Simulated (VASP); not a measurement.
Given:

```
PtGe2
1.0
    4.57742     0.00000     0.00000
   -2.28871     3.96416     0.00000
    0.00000     0.00000     2.74203
Pt Ge
1 2
Direct
  0.00000   0.00000   0.00000
  0.33333   0.66667   0.50000
  0.66667   0.33333   0.50000
```

These are PBEsol GGA, VASP's PBE PAW potentials (set 64) (plane waves; VASP) values and carry that method's errors. Numerical set-up: 400 eV cut-off, 9×9×12 Γ-centred mesh, tetrahedra with Blöchl corrections, potentials Pt Ge_d.

Unless said otherwise, spin-orbit coupling is left out, though it shifts the bands of the heavy elements here.

Task: Tabulate the total density of states (states/eV per cell) against energy (eV; zero at the valence-band maximum or, without a gap, the Fermi level).

Result: 
(E (eV), DOS (states/eV)): (-9.98, 0.79); (-9.62, 0.82); (-9.26, 0.89); (-8.90, 0.86); (-8.66, 0.77); (-8.30, 0.50); (-7.94, 0.44); (-7.58, 0.50); (-7.22, 0.59); (-6.86, 0.65); (-6.50, 0.77); (-6.14, 0.88); (-5.90, 0.74); (-5.54, 1.12); (-5.18, 2.58); (-4.82, 1.97); (-4.46, 2.18); (-4.10, 2.00); (-3.74, 2.50); (-3.38, 4.09); (-3.14, 3.45); (-2.78, 2.06); (-2.42, 3.10); (-2.06, 2.52); (-1.70, 2.94); (-1.34, 1.81); (-0.98, 1.48); (-0.62, 2.08); (-0.38, 2.37); (-0.02, 2.29); (0.34, 1.13); (0.70, 0.85); (1.06, 1.59); (1.42, 1.36); (1.78, 1.14); (2.14, 1.13); (2.38, 1.08); (2.74, 1.19); (3.10, 1.19); (3.46, 1.53)
Within 2 eV below the Fermi level the largest weight inside VASP's projection spheres is Pt d, then Ge p.

The structure was generated: Ge2Pt was put into the AlB2 type (P6/mmm), which need not be its known phase. It was relaxed first, which changed the volume by -41 %.
